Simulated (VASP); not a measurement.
AlSn, 2 atoms in the cell. The structure is hexagonal, space group P-6m2 (No. 187). Conventional cell: a = 4.253 Å, b = 4.253 Å, c = 3.350 Å, α = 90.00°, β = 90.00°, γ = 120.00°. Al (site symmetry -6m2) is surrounded by 6 Sn at 2.97 Å and 2 Al at 3.35 Å. Sn (site symmetry -6m2) is surrounded by 6 Al at 2.97 Å and 2 Sn at 3.35 Å. The cell comes from a database or a generator and needn't be the stable form of this composition. The cell isn't the ideal one: volume scaled by 1.04.

* Program: VASP 6.6.1
* Task: single point
* Functional: PBEsol
* Potentials or basis: VASP PAW PBE potentials, release 64 (Al, Sn_d)
* Cutoff: 520 eV
* k mesh: 11 × 11 × 12
* Occupations: fermi-dirac, width 0.05 eV
* Spin: no spin polarisation
* Dipole correction: no
* Further INCAR settings: ALGO = Fast; EDIFF = 1e-06; NBANDS = 16

Potentials or basis: VASP PAW PBE potentials, release 64 (Al, Sn_d).

Run with:

```bash
$ cat potpaw_PBE.64/Al/POTCAR potpaw_PBE.64/Sn_d/POTCAR > POTCAR
$ mpirun -np 1 vasp_std > vasp.out
```

Hardware: 1 thread of AMD EPYC 9R45 96-Core Processor (Zen 5) (shared host).

**Question.** How long does it take, and how much memory?

**Answer.** Run time: 46 s on 1 thread of AMD EPYC 9R45 96-Core Processor (Zen 5) (shared host), peak memory 0.2 GiB. Counts: scf iterations 12, k points 112.
